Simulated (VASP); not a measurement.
These are Hartree-Fock, VASP's PBE PAW potentials (set 64) (plane waves; VASP) values and carry that method's errors.

VASP input:

**KPOINTS**
```
Automatic mesh
0
Gamma
6 6 6
0 0 0
```

File KPOINTS_OPT:
```
named points and PBE's band edges
8
Reciprocal
  0.000000   0.000000   0.000000 1 ! GAMMA
 -0.500000  -0.500000   0.000000 1 ! X
  0.000000   0.000000   0.500000 1 ! L
 -0.500000  -0.250000   0.250000 1 ! W
 -0.375000   0.000000   0.375000 1 ! K
 -0.375000  -0.375000   0.250000 1 ! U
 -0.464290  -0.232140   0.267860 1 ! near an edge
 -0.464290  -0.464290   0.000000 1 ! near an edge
```

INCAR:
```
ISMEAR = 0   # Gaussian
SYSTEM = InAs
HFRCUT = -1
LREAL = .FALSE.
NELM = 60   # most electronic steps
LASPH = .TRUE.
GGA = PE   # PBE
ISYM = 3
ALDAC = 0.0
LWAVE = .FALSE.
ISIF = 2
AEXX = 1.0
AGGAC = 0.0
SIGMA = 0.05   # width (eV)
LCHARG = .FALSE.
ALGO = Normal
ENCUT = 520   # plane-wave cut-off (eV)
LHFCALC = .TRUE.
LMAXMIX = 4   # l cut-off of mixed one-centre charges
EDIFF = 1E-6
PRECFOCK = Fast
PREC = Accurate
```

### POSCAR
```
InAs
1
    0.0000000000     3.0945267078     3.0945267078
    3.0945267078     0.0000000000     3.0945267078
    3.0945267078     3.0945267078     0.0000000000
In As
1 1
Direct
  0.0000000000   0.0000000000   0.0000000000
  0.2500000000   0.2500000000   0.2500000000
```

POTCAR, in this order: In_d As (PBE.64 set). Program: vasp_std. Read from the step before: WAVECAR.

Unless said otherwise, spin-orbit coupling is left out, though it shifts the bands of the heavy elements here.

Question: Predict the energy per atom (σ→0), pressure, band gap (over the mesh, the named points and PBE's band edges).

Answer: 
| Quantity | Value |
|---|---|
| energy per atom (σ→0) | -7.728 eV/atom |
| band gap (over the mesh, the named points and PBE's band edges) | 5.45 eV |
| pressure | -1.38 GPa |

### OSZICAR
```
...
DAV:  12    -0.154552581563E+02    0.54607E-06   -0.78939E-05   456   0.555E-02    0.216E-01
DAV:  13    -0.154552704898E+02   -0.12333E-04   -0.40660E-05   436   0.468E-02    0.124E-01
DAV:  14    -0.154552748613E+02   -0.43716E-05   -0.11399E-05   441   0.315E-02    0.718E-02
DAV:  15    -0.154552737773E+02    0.10840E-05   -0.19828E-06   316   0.199E-02    0.424E-02
DAV:  16    -0.154552725911E+02    0.11863E-05   -0.11591E-06   308   0.121E-02    0.261E-02
DAV:  17    -0.154552724237E+02    0.16742E-06   -0.14436E-06   313   0.903E-03
   1 F= -.15455272E+02 E0= -.15455272E+02  d E =-.658031E-11
       N       E                     dE             ncg
```

The compound is InAs in the zinc blende structure. It was relaxed first, which changed the volume by +7 %.
